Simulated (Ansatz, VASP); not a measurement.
# Two plane-wave programs on Ge2Te3O

```
Ge Te O
1.0
     6.44204    0.00000    0.00000
    -3.22102    5.57897    0.00000
     0.00000    0.00000    4.02067
Ge Te O
2 3 1
Cartesian
  3.2210 1.8597 0.0000
  0.0000 3.7193 0.0000
  1.6105 2.7895 2.0103
  3.2210 0.0000 2.0103
  -1.6105 2.7895 2.0103
  0.0000 0.0000 0.0000
```

Change from the starting cell: species swapped into the ZrCo3B2 type (P6/mmm, No. 191).

Alike in both runs: task single point; functional PBE; k mesh 3 × 3 × 4; occupations gaussian, width 0.1 eV; no spin polarisation.

|  | VASP | Ansatz |
| --- | --- | --- |
| version | VASP 6.6.1 | Ansatz 0.2.0 |
| potentials or method | VASP PAW PBE potentials, release 64 (Ge_d, Te, O) | scalar-relativistic, plane waves, PAW |
| plane-wave cutoff (eV) | 520 | 420 |
| valence electrons in the cell | 52 | 82 |

|  | VASP | Ansatz | Ansatz less VASP |
| --- | --- | --- | --- |
| gap on the k mesh at the Fermi level (eV) | none | none | - |
| pressure (GPa) | 10.7 | 10.7 | +0.03 |
| largest component of the traceless stress (GPa) | 0.98 | 0.95 | -0.031 |

A gap of «none» marks a metal or a gap that the smearing closes. With one functional, cell and mesh, what is left measures potentials, basis and numerics. The two sets of potentials don't hold the same shells in valence.

Caveats: the k mesh is coarse (spacing up to 0.39 Å⁻¹), so the values aren't converged. Spin-orbit coupling is left out, which matters for the levels of Te.
